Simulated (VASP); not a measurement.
# LiBe2 (P-6m2) in VASP: further runs, part 2 of 2

VASP 6.6.1. Earlier steps stand in the parts before.

### 4 Single point, PBE

This run uses another cell than the first one, of 12.13 Å³/atom, 1.292 times its volume.

Input file INCAR:

```
SYSTEM = LiBe2
ALGO = Normal
EDIFF = 1E-6
ENCUT = 520
GGA = PE
ISIF = 2
ISMEAR = 0
LASPH = .True.
LCHARG = .True.
LELF = .True.
LREAL = .False.
LVHAR = .True.
LWAVE = .False.
NBANDS = 10
NELM = 100
PREC = Accurate
SIGMA = 0.1
```

Input file KPOINTS:

```
k-points
0
Gamma
  6 6 6
  0 0 0
```

Input file POSCAR:

```
LiBe2
1.0
    4.0927080800      0.0000000000      0.0000000000
   -2.0463540400      3.5443891700      0.0000000000
    0.0000000000      0.0000000000      2.5088300500
Li Be
1 2
Direct
    0.6666666700      0.3333333300      0.5000000000
    0.0000000000      0.0000000000      0.0000000000
    0.3333333300      0.6666666700      0.5000000000
```

Potentials or basis: VASP PAW PBE potentials, release 64 (Li_sv, Be).

Command:

```sh
$ cat potpaw_PBE.64/Li_sv/POTCAR potpaw_PBE.64/Be/POTCAR > POTCAR
$ mpirun -np 1 vasp_std > vasp.out
```

OUTCAR:

```text
SYSTEM = LiBe2
   EDIFF = 1E-6
   ENCUT = 520
   GGA = PE
   ISIF = 2
   ISMEAR = 0
   LASPH = .True.
   LREAL = .False.
   NELM = 100
   PREC = Accurate

 ion  position               nearest neighbor table
   1  0.667  0.333  0.500-   3 2.36   3 2.36   3 2.36
   2  0.000  0.000  0.000-
   3  0.333  0.667  0.500-   1 2.36   1 2.36   1 2.36

  LATTYP: Found a hexagonal cell.
 ALAT       =     4.0927080800
 C/A-ratio  =     0.6129999993

  Lattice vectors:

 A1 = (   4.0927080800,   0.0000000000,   0.0000000000)
 A2 = (  -2.0463540400,   3.5443891700,   0.0000000000)
 A3 = (   0.0000000000,   0.0000000000,   2.5088300500)

Analysis of symmetry for initial positions (statically):
=====================================================================
 Subroutine PRICEL returns:
 Original cell was already a primitive cell.

 Routine SETGRP: Setting up the symmetry group for a
 hexagonal supercell.

 Subroutine GETGRP returns: Found 12 space group operations
[... 175 lines left out ...]
 k-point     1 :       0.0000    0.0000    0.0000
  band No.  band energies     occupation
      1     -42.5816      2.00000
      2      -4.3646      2.00000
      3       3.5045      0.00000
      4       3.5045      0.00000
      5       4.9670      0.00000
      6       4.9670      0.00000
      7       6.9191      0.00000
      8      11.5400      0.00000
      9      12.6697      0.00000
     10      17.6304      0.00000
[... 287 lines left out ...]
 k-point    24 :       0.3333    0.0000    0.5000
  band No.  band energies     occupation
      1     -42.5321      2.00000
      2       0.8494      2.00000
      3       1.0942      2.00000
      4       4.8353      0.00000
      5       5.2959      0.00000
      6       6.6826      0.00000
      7       7.5734      0.00000
      8       8.5347      0.00000
      9       9.9931      0.00000
     10      13.9538      0.00000

 [... further k-points ...]

------------------------ aborting loop because EDIFF is reached ----------------------------------------

  FORCE on cell =-STRESS in cart. coord.  units (eV):
  Direction    XX          YY          ZZ          XY          YZ          ZX
  --------------------------------------------------------------------------------------
  -------------------------------------------------------------------------------------
  Total       -1.6182393     -1.6182393     -5.2822582      0.0000000     -0.0000000      0.0000000
  in kB      -71.2409835    -71.2409836   -232.5448889      0.0000000     -0.0000000      0.0000000
  external PRESSURE =    -125.0089520 kB  Pullay stress =       0.0000000 kB

 VOLUME and BASIS-vectors are now :
 -----------------------------------------------------------------------------
  energy-cutoff  :      520.00
  volume of cell :       36.39
      direct lattice vectors                 reciprocal lattice vectors
     4.092708080  0.000000000  0.000000000     0.244336997  0.141068031  0.000000000
    -2.046354040  3.544389170  0.000000000     0.000000000  0.282136061  0.000000000
     0.000000000  0.000000000  2.508830050     0.000000000  0.000000000  0.398592165

 POSITION                                       TOTAL-FORCE (eV/Angst)
 -----------------------------------------------------------------------------------
      2.04635      1.18146      1.25442         0.000000     -0.000000      0.000000
      0.00000      0.00000      0.00000         0.000000     -0.000000      0.000000
     -0.00000      2.36293      1.25442        -0.000000      0.000000      0.000000
 -----------------------------------------------------------------------------------
    total drift:                               -0.000010      0.000006      0.000000

  FREE ENERGIE OF THE ION-ELECTRON SYSTEM (eV)
  ---------------------------------------------------
  free  energy   TOTEN  =        -8.5158214864 eV

  energy  without entropy=       -8.5126622353  energy(sigma->0) =       -8.51424186
```

OSZICAR:

```text
N       E                     dE             d eps       ncg     rms          rms(c)
DAV:   1     0.968332236378E+01    0.96833E+01   -0.33137E+03   560   0.608E+02
DAV:   2    -0.674522742019E+01   -0.16429E+02   -0.15962E+02   728   0.115E+02
DAV:   3    -0.848578542557E+01   -0.17406E+01   -0.17263E+01   888   0.274E+01
DAV:   4    -0.852834817903E+01   -0.42563E-01   -0.42524E-01   782   0.457E+00
DAV:   5    -0.852912621917E+01   -0.77804E-03   -0.77802E-03   716   0.522E-01    0.927E-01
DAV:   6    -0.851942734092E+01    0.96989E-02   -0.41895E-03   862   0.276E-01    0.568E-01
DAV:   7    -0.851583997873E+01    0.35874E-02   -0.69287E-03   906   0.399E-01    0.725E-02
DAV:   8    -0.851582304851E+01    0.16930E-04   -0.48996E-04   704   0.153E-01    0.142E-02
DAV:   9    -0.851582108968E+01    0.19588E-05   -0.14210E-05   836   0.267E-02    0.434E-03
DAV:  10    -0.851582148641E+01   -0.39674E-06   -0.13745E-06   532   0.739E-03
   1 F= -.85158215E+01 E0= -.85142419E+01  d E =-.315925E-02
```

Run time: 5.9 s. Hardware: 1 thread of AMD EPYC 9R45 (Zen 5), shared host; peak memory 0.11 GiB.

Results:

- Free energy: -8.5158 eV
- Band gap on the k mesh: none (metal or under the smearing width)

Caveat: the k mesh is coarse (spacing up to 0.42 Å⁻¹), so the values aren't converged; the cutoff is under 1.25 times the usual one of these potentials, so pressure, stress and relaxed cells hold a basis-set (Pulay) error.

### 5 Summary

```tsv
task	cell	k mesh	cutoff (eV)	mesh quality	gap on the mesh (eV)
single point	P-6m2, 9.39 Å³/atom	12 × 12 × 20	520	not flagged	none
relaxation of cell and atoms	relaxed	12 × 12 × 20	600	not flagged	none
single point	P-6m2, 12.13 Å³/atom	6 × 6 × 6	520	coarse	none
```

Alike in all rows: level PBE; potentials or basis VASP PAW PBE potentials, release 64 (Li_sv, Be); no spin polarisation; smearing gaussian 0.1 eV.

Caveats: some runs use coarse meshes; the cutoff is under 1.25 times the usual one of these potentials, so pressure, stress and relaxed cells hold a basis-set (Pulay) error.

Total energies depend on the potentials used, so only differences within one code and one set of settings carry meaning.
